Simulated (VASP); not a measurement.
Given:

```yaml
crystal:
  lattice:
    - [-1.91204, 1.91204, 4.91279]
    - [1.91204, -1.91204, 4.91279]
    - [1.91204, 1.91204, -4.91279]
  atoms:
    - { symbol: Ti, position: [0.75000, 0.25000, 0.50000] }
    - { symbol: Ti, position: [0.00000, 0.00000, 0.00000] }
    - { symbol: O, position: [0.54438, 0.04438, 0.50000] }
    - { symbol: O, position: [0.79438, 0.79438, 0.00000] }
    - { symbol: O, position: [0.20562, 0.20562, 0.00000] }
    - { symbol: O, position: [0.95562, 0.45562, 0.50000] }
```

The numbers are results of RPBE GGA, VASP's PBE PAW potentials (set 64) (plane waves; VASP), not measurements. Settings: 520 eV cut-off, 9×9×9 Γ-centred mesh, tetrahedra with Blöchl corrections, potentials Ti_sv O.

The cores are frozen, which limits the accuracy of field gradients.

Give the principal components of the electric field gradient (V/Å²) and the asymmetry η at each nucleus.

```json
[
 {"atom": "Ti1", "Vxx": "-5.1", "Vyy": "-5.1", "Vzz": "10.2", "η": "0.00"},
 {"atom": "Ti2", "Vxx": "-5.1", "Vyy": "-5.1", "Vzz": "10.2", "η": "0.00"},
 {"atom": "O3", "Vxx": "-16.4", "Vyy": "-5.5", "Vzz": "21.9", "η": "0.50"},
 {"atom": "O4", "Vxx": "-16.4", "Vyy": "-5.5", "Vzz": "21.9", "η": "0.50"},
 {"atom": "O5", "Vxx": "-16.4", "Vyy": "-5.5", "Vzz": "21.9", "η": "0.50"},
 {"atom": "O6", "Vxx": "-16.4", "Vyy": "-5.5", "Vzz": "21.9", "η": "0.50"}
]
```

The compound is TiO2 in the anatase structure, one of several forms; rutile is the usual stable one. It was relaxed first, which changed the volume by +5 %.
